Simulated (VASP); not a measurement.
The input files of a VASP run:

POSCAR:
```
ZnS
1.0
  3.8455550000   0.0000000000   0.0000000000
 -1.9227770000   3.3303480000   0.0000000000
  0.0000000000   0.0000000000  44.0316870000
Zn S
14 14
Direct
  0.6666670000   0.3333330000   0.0715000000
  0.3333330000   0.6666670000   0.5715000000
  0.0000000000   0.0000000000   0.6429000000
  0.0000000000   0.0000000000   0.1429000000
  0.3333330000   0.6666670000   0.7857000000
  0.6666670000   0.3333330000   0.2857000000
  0.0000000000   0.0000000000   0.3572000000
  0.0000000000   0.0000000000   0.8572000000
  0.6666670000   0.3333330000   0.9286000000
  0.3333330000   0.6666670000   0.4286000000
  0.3333330000   0.6666670000   0.2143000000
  0.6666670000   0.3333330000   0.7143000000
  0.3333330000   0.6666670000   0.0000000000
  0.6666670000   0.3333330000   0.5000000000
  0.3333330000   0.6666670000   0.4820000000
  0.6666670000   0.3333330000   0.9820000000
  0.3333330000   0.6666670000   0.0536000000
  0.6666670000   0.3333330000   0.5536000000
  0.6666670000   0.3333330000   0.3393000000
  0.3333330000   0.6666670000   0.8393000000
  0.0000000000   0.0000000000   0.4107000000
  0.0000000000   0.0000000000   0.9107000000
  0.6666670000   0.3333330000   0.7678000000
  0.3333330000   0.6666670000   0.2678000000
  0.0000000000   0.0000000000   0.1964000000
  0.0000000000   0.0000000000   0.6964000000
  0.6666670000   0.3333330000   0.1250000000
  0.3333330000   0.6666670000   0.6250000000
```

### INCAR
```
ALGO=Normal
EDIFF=1E-6
ENCUT=300
GGA=PE
ISIF=2
ISMEAR=-1
LASPH=.True.
LCHARG=.False.
LMAXMIX=4
LREAL=Auto
LWAVE=.False.
NELM=100
PREC=Accurate
SIGMA=0.02
SYSTEM=ZnS
```

KPOINTS:
```
Automatic mesh
0
Gamma
7 7 1
0 0 0
```

POTCAR, in this order: Zn S (PBE.64 set). Program: vasp_std.

Question: Write an equivalent input for Quantum ESPRESSO's pw.x.

Answer: One equivalent input (not run):
```
&CONTROL
  calculation = 'scf'
  pseudo_dir = './pseudo'
  outdir = './out'
  tprnfor = .true.
  tstress = .true.
/
&SYSTEM
  ibrav = 0
  nat = 28
  ntyp = 2
  ecutwfc = 84
  occupations = 'smearing'
  smearing = 'fermi-dirac'
  degauss = 0.00147
  input_dft = 'pbe'
/
&ELECTRONS
  conv_thr = 7.3e-08
  electron_maxstep = 100
/
ATOMIC_SPECIES
  Zn 65.380 Zn.upf
  S 32.060 S.upf
CELL_PARAMETERS angstrom
     3.8455550    0.0000000    0.0000000
    -1.9227770    3.3303480    0.0000000
     0.0000000    0.0000000   44.0316870
ATOMIC_POSITIONS crystal
  Zn   0.6666670  0.3333330  0.0715000
  Zn   0.3333330  0.6666670  0.5715000
  Zn   0.0000000  0.0000000  0.6429000
  Zn   0.0000000  0.0000000  0.1429000
  Zn   0.3333330  0.6666670  0.7857000
  Zn   0.6666670  0.3333330  0.2857000
  Zn   0.0000000  0.0000000  0.3572000
  Zn   0.0000000  0.0000000  0.8572000
  Zn   0.6666670  0.3333330  0.9286000
  Zn   0.3333330  0.6666670  0.4286000
  Zn   0.3333330  0.6666670  0.2143000
  Zn   0.6666670  0.3333330  0.7143000
  Zn   0.3333330  0.6666670  0.0000000
  Zn   0.6666670  0.3333330  0.5000000
  S    0.3333330  0.6666670  0.4820000
  S    0.6666670  0.3333330  0.9820000
  S    0.3333330  0.6666670  0.0536000
  S    0.6666670  0.3333330  0.5536000
  S    0.6666670  0.3333330  0.3393000
  S    0.3333330  0.6666670  0.8393000
  S    0.0000000  0.0000000  0.4107000
  S    0.0000000  0.0000000  0.9107000
  S    0.6666670  0.3333330  0.7678000
  S    0.3333330  0.6666670  0.2678000
  S    0.0000000  0.0000000  0.1964000
  S    0.0000000  0.0000000  0.6964000
  S    0.6666670  0.3333330  0.1250000
  S    0.3333330  0.6666670  0.6250000
K_POINTS automatic
  7 7 1 0 0 0
```
What does not carry over: the potentials are each code's own (VASP's PAW set, PseudoDojo norm-conserving files in pw.x), so ENCUT and ecutwfc are chosen apart and not converted; conv_thr bounds pw.x's estimated SCF error, while EDIFF bounds the energy change between steps.

The structure comes from a computed database's ZnS entry; how it stands against other phases isn't given here. The cell was not relaxed at this level.
